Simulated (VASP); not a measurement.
HfZr$_{3}$C$_{4}$ (ordered alloy cell): computed properties

These are PBEsol GGA, VASP's PBE PAW potentials (set 64) (plane waves; VASP) values and carry that method's errors.

| Item | Result |
|---|---|
| space group | R-3m (166) |
| cell | a = 3.292 Å, b = 3.292 Å, c = 32.272 Å, α = 90.00°, β = 90.00°, γ = 120.00° |
| volume per atom | 12.62 Å³/atom |
| band gap (over mesh and band path) | none (metal, semimetal or under 0.01 eV) |
| density | 8.23 g/cm³ |

```yaml
crystal:
  lattice:
    - [0.00000, 2.32766, 2.32766]
    - [2.32766, 0.00000, 2.32766]
    - [9.31421, 9.31421, -0.00357]
  atoms:
    - { symbol: Zr, position: [0.00181, 0.00181, 0.99864] }
    - { symbol: Zr, position: [0.00000, 0.00000, 0.25000] }
    - { symbol: Zr, position: [0.99819, 0.99819, 0.50136] }
    - { symbol: C, position: [0.50092, 0.50092, 0.12431] }
    - { symbol: C, position: [0.49908, 0.49908, 0.37569] }
    - { symbol: C, position: [0.49657, 0.49657, 0.62757] }
    - { symbol: C, position: [0.50343, 0.50343, 0.87243] }
    - { symbol: Hf, position: [0.00000, 0.00000, 0.75000] }
```

Unless said otherwise, spin-orbit coupling is left out, though it shifts the bands of the heavy elements here.

The structure was generated: HfZr3C4 was put into an ordered model structure (R-3m), which need not be its known phase. It was relaxed first. Symmetry was kept, so distortions that lower it aren't found.
